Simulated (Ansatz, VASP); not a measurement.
# BiAs: VASP beside Ansatz

One calculation is typed for both programs; each brings its own data sets and cutoff. How far apart do they land? The structure shown is the end of the Ansatz relaxation below.

Method: plane waves, with VASP 6.6.1 beside it; single point at PBE, in Ansatz 0.2.0.

The structure was built from a prototype and need not be the compound's stable phase.

## (1) The starting structure

It takes space group Fm-3m (No. 225, cubic). The conventional cell has a = 6.031 Å, b = 6.031 Å, c = 6.031 Å, α = 90.00°, β = 90.00°, γ = 90.00°. Bi has 6 As at 3.02 Å nearest. Nearest to As lie 6 Bi at 3.02 Å. As first built, before any earlier steps moved the atoms (in the runner's words): all Sb replaced by Bi in the R-3m structure of SbAs. Farther neighbours are not listed.

## (2) Ansatz: relaxation, PBE

Ansatz runs on its default PAW (the set named soft_2) files.

This run makes the geometry at which the two programs are then compared.

Contents of input.yaml:

```yaml
crystal:
  lattice:
    - [2.0759409905, 1.1985450897, 3.7257438]
    - [-2.0759409905, 1.1985450897, 3.7257438]
    - [0.0, -2.3970901794, 3.7257438]
  atoms:
    - { symbol: Bi, position: [0.5, 0.5, 0.5] }
    - { symbol: As, position: [0.0, 0.0, 0.0] }
kpoints:
  mp_grid: { grid: [7, 7, 7] }
scf:
  occupations: { method: fermi_dirac, width: 0.05 }
hamiltonian:
  xc: pbe
output:
  forces: true
  stress: true
relax:
  f_tol: 0.02
  max_steps: 50
  cell: {}
```

Started as:

```
ansatz run input.yaml --threads 4 --pin off --max-ram 8192MiB --backend cpu --events-out ev --progress --plain --runs-dir out
```

Numbers of over 12 decimals in the logs are rounded to 6 here.

Log:

```text
Engine: ansatz 0.2.0, aarch64-unknown-linux-gnu
Pseudopotentials: kind: paw
Pseudopotential: Bi, paw, valence charge 15, recommended cutoff 420 eV (normal), Bi.paw.azcp
Pseudopotential: As, paw, valence charge 15, recommended cutoff 420 eV (normal), As.paw.azcp
Functional definition: PBE
  parameter kappa = 0.804
  parameter beta = 0.066725
  exchange = pbe_x(kappa = kappa, mu = beta*pi^2/3)
  correlation = pbe_c(beta = beta)
Crystal: 2 atoms, lattice volume = 55.620 Å³
Basis set: ecut = 420 eV, 1087 PW (Γ), exchange–correlation on 60×60×60 points (8 copies of the dense FFT grid, shifted against one another)
Bands: 19, of which v1, the nominal top of the filled ones, is band 15 counted from 1 (14 counted from 0)
Symmetry: 12 space group operations
Space group: R-3m (ITA 166), of the structure as read, at distance tolerance 3.8e-5 Å
k-points: 44 of 343
Non-local potential: Bi, projectors of the file, l = 0: 2, l = 1: 2, l = 2: 2, l = 3: 2
Non-local potential: As, projectors of the file, l = 0: 2, l = 1: 2, l = 2: 3, l = 3: 1
PAW form: soft (Blöchl's): semilocal exchange-correlation on the pseudo side does not see the compensation charge
PAW one-centre angular grid: Bi, 590 points (default); XC on 64 Gauss nodes
PAW one-centre angular grid: As, 590 points (default); XC on 64 Gauss nodes
Initial density: superposition of atomic densities (neutral atoms: chi_scale 0, normalization atom), corrected by the library's trained network
Initial wavefunctions: pseudopotential atomic-orbital guess
Functional: x = pbe(κ = 0.804, μ = 0.219515), c = pbe(β = 0.066725)
SCF iter   1: F=—  HF=-17252.614536 eV  |F-HF|=—  |Δ(HF+E_count)|=         —  Δρ=1.05e-3  dr2=7.37e-4  ethr=1.77e-3  ⟨swp⟩=6.1  Hψ=4001  notcnv=0
preconditioner: auto → Kerker (q_TF=auto, 2.462 Å⁻¹)  [metal: Δε(μ)=0.082 eV  Ē_g=9.250 eV  σ=0.050 eV  W_gap=0.38  n_scr=14 (ndim 8)  ℏωp=15.7 eV  f_vac=0.000  D(μ)=0.74/eV (n_scr^D=0)]
SCF iter   2: F=—  HF=-17252.613442 eV  |F-HF|=—  |Δ(HF+E_count)|=   1.09e-3  Δρ=4.58e-4  dr2=1.28e-4  ethr=2.46e-6  ⟨swp⟩=2.2  Hψ=1833  notcnv=0
SCF iter   3: F=—  HF=-17252.613446 eV  |F-HF|=—  |Δ(HF+E_count)|=   3.52e-6  Δρ=1.88e-4  dr2=2.32e-5  ethr=4.27e-7  ⟨swp⟩=2.2  Hψ=1270  notcnv=0
SCF iter   4: F=—  HF=-17252.613446 eV  |F-HF|=—  |Δ(HF+E_count)|=   5.27e-8  Δρ=6.23e-5  dr2=1.76e-6  ethr=7.72e-8  ⟨swp⟩=2.0  Hψ=992  notcnv=0
SCF iter   5: F=—  HF=-17252.613447 eV  |F-HF|=—  |Δ(HF+E_count)|=   6.88e-7  Δρ=2.93e-5  dr2=4.13e-7  ethr=5.87e-9  ⟨swp⟩=2.1  Hψ=1298  notcnv=0
SCF iter   6: F=-17252.613447 eV  HF=-17252.613447 eV  |F-HF|=5.89e-9  |Δ(HF+E_count)|=   4.53e-7  Δρ=6.12e-6  dr2=2.28e-8  ethr=3.33e-10  ⟨swp⟩=5.0  Hψ=3219  notcnv=0
SCF 1 converged in 6 iterations: F = -17252.613447 eV  dr2 = 2.28e-8
  greatest PAW one-centre occupation: 0.999 electrons in one spin orbital (limit 2), on the As atom at site 1 (counted from 0), in its partial waves of l = 2
relax step   1: F+E_penalty+E_count = -17252.61344717 eV  Δ(F+E_penalty+E_count) = +0.000e0 eV  max|allowed force component| = 5.469e-29 eV/Å  Δτ_max = 0.0000 Å  P = -1.040 GPa  Ω = 55.620 Å³  (6 SCF iters, dr2 threshold 1.00e-7 eV, accepted)
[...]
relax step   3: F+E_penalty+E_count = -17252.66467973 eV  Δ(F+E_penalty+E_count) = -1.800e-3 eV  max|allowed force component| = 6.732e-29 eV/Å  Δτ_max = 0.0000 Å  P = -0.125 GPa  Ω = 54.938 Å³  energy of the carried Pulay correction = +1.312e-4 eV  (6 SCF iters, dr2 threshold 2.00e-7 eV, accepted)
[...]
relax step   4: F+E_penalty+E_count = -17252.66994626 eV  Δ(F+E_penalty+E_count) = -5.267e-3 eV  max|allowed force component| = 1.604e-29 eV/Å  Δτ_max = 0.0000 Å  P = -0.005 GPa  Ω = 54.839 Å³  energy of the carried Pulay correction = +1.484e-4 eV  (6 SCF iters, dr2 threshold 2.00e-7 eV, accepted)
[...]
relax step   5: F+E_penalty+E_count = -17252.67003940 eV  Δ(F+E_penalty+E_count) = -9.313e-5 eV  max|allowed force component| = 3.576e-29 eV/Å  Δτ_max = 0.0000 Å  P = +0.001 GPa  Ω = 54.834 Å³  energy of the carried Pulay correction = +1.492e-4 eV  (6 SCF iters, dr2 threshold 5.06e-8 eV, accepted)
[...]
relax step   6: F+E_penalty+E_count = -17252.66995847 eV  Δ(F+E_penalty+E_count) = +8.092e-5 eV  max|allowed force component| = 2.314e-29 eV/Å  Δτ_max = 0.0000 Å  P = -0.000 GPa  Ω = 54.834 Å³  stress off target by 1.01e-2 GPa  SCF on the basis re-selected at this cell (its energy is not comparable with the rows above)  (6 SCF iters)
basis re-selected at this cell: Δ(F+E_penalty+E_count) = +8.092e-5 eV, ΔP = -0.002 GPa vs the last step (what re-selecting the basis moved, of the pressure what is left beyond the Pulay correction that the steps carried, after the strain that the cell walked since its last selection, with what the two solves' SCF thresholds leave and, on support functions, any second-order correction that the steps lacked; it is no m [...]
SCF converged after 6 iterations
Free energy (F): -17252.669958 eV
Harris-Foulkes:  -17252.669958 eV  (|F-HF|=0.00e0)
Internal energy: -17252.669621 eV  (E = F + TS)
E sigma→0 (E₀):  -17252.669790 eV
Entropy (-TS):   -0.000338 eV (-0.169 meV/atom)
Fermi energy:    10.438794 eV
--- Per-component energies (eV) ---
  E_band       = -328.249177
  E_kinetic    = 403.733480
  E_local      = -3193.750927  (includes V_loc(G=0)·N_el)
  E_nonlocal   = -110.034290
  E_hartree    = 1424.210546
  E_xc         = -230.490123
  E_vxc        = -223.377962  (∫ρ·V_xc dr)
  E_paw        = -12497.738620  (= ΣΔE_a)
  E_vpaw       = -53.240145  (= ΣTr[D̂ρ^β])
  E_aug_tail   = -0.000430  (compensation charges beyond the density's cutoff)
  E_ewald      = -3048.599257
  E_smearing   = -0.000338  (= −TS)
  E_closure    = 0.000000  (closes the sum)
  Σ components = -17252.669958   (vs F -17252.669958, Δ=0.00e0)
--- Forces (eV/Å), atoms counted from 1 ---
  atom   1  Bi    -0.00000000     0.00000000     0.00000000
  atom   2  As    -0.00000000    -0.00000000     0.00000000
  max |Σ_I F_I| component: 8.84e-29 eV/Å
--- Stress (GPa, compression-positive) ---
        0.004721       0.000000      -0.000000
        0.000000       0.004721      -0.000000
       -0.000000      -0.000000      -0.010121
  P = ⅓ Tr σ = -0.0002 GPa (-0.002 kbar)
--- Relaxed structure (5 steps of the walk, 5 accepted, 1 SCFs on fresh bases) ---
  F+E_penalty+E_count = -17252.66995847 eV   max|allowed force component| = 2.314e-29 eV/Å   (the final SCF, on the basis selected at the relaxed cell)
  cell:  # Å, volume = 54.8336 Å³
    - [2.132004, 1.230913, 3.482409]
    - [-2.132004, 1.230913, 3.482409]
    - [0, -2.461827, 3.482409]
  atoms:
    - { symbol: Bi, position: [0.500000, 0.500000, 0.500000] }
    - { symbol: As, position: [0, 0, 0] }
```

## (3) VASP: single point, PBE

The same cell, functional, mesh and smearing now go to VASP, with its own data sets and cutoff.

Lines of VASP's logs that name or quote its potential files are left out, and so is its time.

Contents of INCAR:

```
SYSTEM = BiAs
PREC = Accurate
ENCUT = 400
EDIFF = 1E-06
NELM = 100
ISMEAR = -1
SIGMA = 0.05
LREAL = .FALSE.
ALGO = Normal
GGA = PE
NBANDS = 16
LORBIT = 11
LWAVE = .FALSE.
LCHARG = .FALSE.
KPAR = 2
ISIF = 2
```

Contents of POSCAR:

```
BiAs
1.0
    2.1320044193      1.2309133254      3.4824086272
   -2.1320044193      1.2309133254      3.4824086272
    0.0000000000     -2.4618266508      3.4824086272
Bi As
1 1
Direct
    0.5000000000      0.5000000000      0.5000000000
    0.0000000000      0.0000000000      0.0000000000
```

Contents of KPOINTS:

```
Automatic mesh
0
Gamma
7 7 7
0 0 0
```

PAW data sets: Bi_d and As (PBE family, release 64).

Started as:

```
mpirun -np 2 vasp_std
```

Log:

```text
[banner, memory and clock lines left out]
running    2 mpi-ranks, on    1 nodes
 distrk:  each k-point on    1 cores,    2 groups
 distr:  one band on    1 cores,    1 groups

 POSCAR found type information on POSCAR BiAs
 POSCAR found :  2 types and       2 ions
 LDA part: xc-table for (Slater+PW92), standard interpolation
 POSCAR, INCAR and KPOINTS ok, starting setup
 FFT: planning ... GRIDC
 FFT: planning ... GRID_SOFT
 FFT: planning ... GRID
 WAVECAR not read
 entering main loop
       N       E                     dE             d eps       ncg     rms          rms(c)
DAV:   1     0.135911757561E+03    0.13591E+03   -0.91999E+03  1408   0.112E+03
DAV:   2    -0.436349386791E-02   -0.13592E+03   -0.13355E+03  1608   0.312E+02
DAV:   3    -0.853271606070E+01   -0.85284E+01   -0.85114E+01  1752   0.811E+01
DAV:   4    -0.872321187134E+01   -0.19050E+00   -0.19047E+00  1792   0.141E+01
DAV:   5    -0.872935661751E+01   -0.61447E-02   -0.61446E-02  1856   0.215E+00    0.230E+00
DAV:   6    -0.853782321640E+01    0.19153E+00   -0.72105E-01  2064   0.476E+00    0.115E+00
DAV:   7    -0.854225391707E+01   -0.44307E-02   -0.61928E-02  1624   0.121E+00    0.577E-01
DAV:   8    -0.854351351015E+01   -0.12596E-02   -0.61473E-03  1784   0.684E-01    0.823E-02
DAV:   9    -0.854334674051E+01    0.16677E-03   -0.17594E-03  1896   0.272E-01    0.534E-02
DAV:  10    -0.854335811568E+01   -0.11375E-04   -0.13576E-04  1696   0.722E-02    0.225E-02
DAV:  11    -0.854335919573E+01   -0.10801E-05   -0.38477E-05  1952   0.411E-02    0.812E-03
DAV:  12    -0.854335850433E+01    0.69141E-06   -0.38272E-06  1736   0.116E-02
   1 F= -.85433585E+01 E0= -.85431863E+01  d E =-.344498E-03
```

OUTCAR, selected parts (step 3):

```text
ion  position               nearest neighbor table
   1  0.500  0.500  0.500-   2 3.02   2 3.02   2 3.02   2 3.02   2 3.02   2 3.02
   2  0.000  0.000  0.000-   1 3.02   1 3.02   1 3.02   1 3.02   1 3.02   1 3.02

  LATTYP: Found a trigonal (rhomboedric) cell.
 ALAT       =     4.2647110459
 COS(alpha) =     0.5001646418

 Subroutine GETGRP returns: Found 12 space group operations
 (whereof 12 operations were pure point group operations)

The static configuration has the point symmetry D_3d.

 Found     44 irreducible k-points:

   k-points           NKPTS =     44   k-points in BZ     NKDIM =     44   number of bands    NBANDS=     16

   dimension x,y,z NGX =    28 NGY =   28 NGZ =   28
   dimension x,y,z NGXF=    56 NGYF=   56 NGZF=   56

   ENCUT  =  400.0 eV  29.40 Ry    5.42 a.u.   6.95  6.95  6.95*2*pi/ulx,y,z

   NELECT =      20.0000    total number of electrons

 k-points in reciprocal lattice and weights: Automatic mesh
   0.00000000  0.00000000  0.00000000       0.003
   0.14285714 -0.00000000 -0.00000000       0.017
   0.28571429 -0.00000000  0.00000000       0.017
   0.42857143 -0.00000000 -0.00000000       0.017
   0.14285714  0.14285714 -0.00000000       0.017
   0.28571429  0.14285714  0.00000000       0.035
   0.42857143  0.14285714 -0.00000000       0.035
  -0.42857143  0.14285714  0.00000000       0.035
  -0.28571429  0.14285714  0.00000000       0.035
[...]
0.42857143  0.42857143  0.42857143       0.006
  -0.42857143  0.42857143  0.42857143       0.017

 average (electrostatic) potential at core
       1-105.0508       2 -48.3663

 E-fermi :   6.1835

 k-point     1 :       0.0000    0.0000    0.0000
  band No.  band energies     occupation
    ...
      6      -7.4523      2.00000
      7      -0.3683      2.00000
      8       4.6234      2.00000
      9       4.6261      2.00000
     10       4.6261      2.00000
     11       9.8349      0.00000
     12       9.8349      0.00000
     13       9.8360      0.00000
     14      11.9626      0.00000
     15      11.9661      0.00000
    ...

 k-point     2 :       0.1429   -0.0000   -0.0000
  band No.  band energies     occupation
    ...
      6      -7.2280      2.00000
      7      -1.0225      2.00000
      8       4.6879      2.00000
      9       4.6902      2.00000
     10       4.8980      2.00000
     11       8.8612      0.00000
     12       8.9986      0.00000
     13       8.9990      0.00000
     14      11.7355      0.00000
     15      12.3986      0.00000
    ...

 k-point     3 :       0.2857   -0.0000    0.0000
  band No.  band energies     occupation
    ...
      6      -6.5651      2.00000
      7      -2.4638      2.00000
      8       4.9211      2.00000
      9       4.9229      2.00000
     10       5.3282      2.00000
     11       7.4724      0.00000
     12       7.6186      0.00000
     13       7.6187      0.00000
     14      12.3893      0.00000
     15      13.5950      0.00000
    ...

  Total       -0.0071217     -0.0071217     -0.0117928      0.0000000      0.0000000      0.0000000
  in kB       -0.2080884     -0.2080884     -0.3445737      0.0000000      0.0000000      0.0000000
  external PRESSURE =      -0.2535835 kB  Pullay stress =       0.0000000 kB

  energy-cutoff  :      400.00
  volume of cell :       54.83
      direct lattice vectors                 reciprocal lattice vectors
     2.132004419  1.230913325  3.482408627     0.234521090  0.135400814  0.095719190
    -2.132004419  1.230913325  3.482408627    -0.234521090  0.135400814  0.095719190
     0.000000000 -2.461826651  3.482408627     0.000000000 -0.270801629  0.095719190

 POSITION                                       TOTAL-FORCE (eV/Angst)
 -----------------------------------------------------------------------------------
      0.00000      0.00000      5.22361        -0.000000      0.000000      0.000000
      0.00000      0.00000      0.00000         0.000000     -0.000000     -0.000000
 -----------------------------------------------------------------------------------
    total drift:                               -0.000000     -0.000000      0.000000

  FREE ENERGIE OF THE ION-ELECTRON SYSTEM (eV)
  ---------------------------------------------------
  free  energy   TOTEN  =        -8.5433585043 eV

  energy  without entropy=       -8.5430140068  energy(sigma->0) =       -8.54318626

 total charge
# of ion       s       p       d       tot
------------------------------------------
    1        1.571   1.173   9.943  12.686
    2        1.282   1.399   0.023   2.704
--------------------------------------------------
tot          2.852   2.572   9.966  15.391

[... 3 further parts left out ...]
```

The run ends at a pressure of -0.03 GPa.

## (4) Differences

Known differences besides the potentials themselves: the data sets hold 30 valence electrons in Ansatz (default PAW (the set named soft_2) files) and 20 in VASP; the cutoff is 420 eV in Ansatz and 400 eV in VASP; VASP leaves aspherical gradient terms in its spheres out (LASPH is not set), Ansatz keeps them; Ansatz's pressure holds a Pulay correction, VASP's none. Total energies have different zeros and are not compared.

The two programs side by side:

```csv
quantity,Ansatz,VASP,difference
pressure (GPa),0.00,-0.03,+0.03
gap on the k mesh (eV),0.477,0.473,+0.004
```

A gap on the mesh is an upper bound, since the band edges may lie between its points; neither run holds spin-orbit coupling, which can move the band edges of a compound of Bi.

## (5) Results

| Item | Value |
| --- | --- |
| difference in gap on the k mesh (single point, PBE) | 0.0041 eV |

What this shows: The difference in gap on the k mesh is 0.0041 eV (single point, PBE), within the 0.08 eV picked in this series as the mark of a large difference. How closely two codes agree says nothing of how well the functional describes the real material.

[Lines on the potential files, build, host, timing and source positions are cut from VASP's logs without a mark.]

[Logs are printed without paths, hosts, clocks, repeated set-up lines and the standing remarks that a program may print on its own settings, such as how far it seeks lower states.]

[Hosts, paths, dates, database ids (printed as entryN), source tags and the programs' standing remarks are cut or masked in the printed files.]
